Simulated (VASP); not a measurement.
Given:

```
CELL_PARAMETERS angstrom
      3.78300     0.00000     0.00000
      0.00000     3.78300     0.00000
      0.00000     0.00000     3.78300
ATOMIC_POSITIONS crystal
  La 0.00000 0.00000 0.00000
  B  0.50000 0.50000 0.50000
```

These are PBE GGA, VASP's PBE PAW potentials (set 64) (plane waves; VASP) values and carry that method's errors. Settings: 520 eV cut-off, 9×9×9 Γ-centred mesh, first-order Methfessel-Paxton smearing of 0.10 eV, potentials La B.

Energy and stress use the plane-wave basis of the starting cell.

### Question
The ions, cell shape and volume are relaxed. Predict the relaxed structure.

### Answer

```
CELL_PARAMETERS angstrom
      3.41256     0.00000     0.00000
      0.00000     3.41256     0.00000
      0.00000     0.00000     3.41256
ATOMIC_POSITIONS crystal
  La 0.00000 0.00000 0.00000
  B  0.50000 0.50000 0.50000
```
Space group Pm-3m (221), at a tolerance of 0.03 Å.

### Question
How do energy and volume change from the first to the last step?

### Answer
The energy (σ→0) changes by -363.8 meV/atom and the volume by -26.6 %, in 15 ionic steps.

The structure was generated: LaB was put into the CsCl type type (Pm-3m), which need not be its known phase. This run relaxes it. Symmetry was kept, so distortions that lower it aren't found.
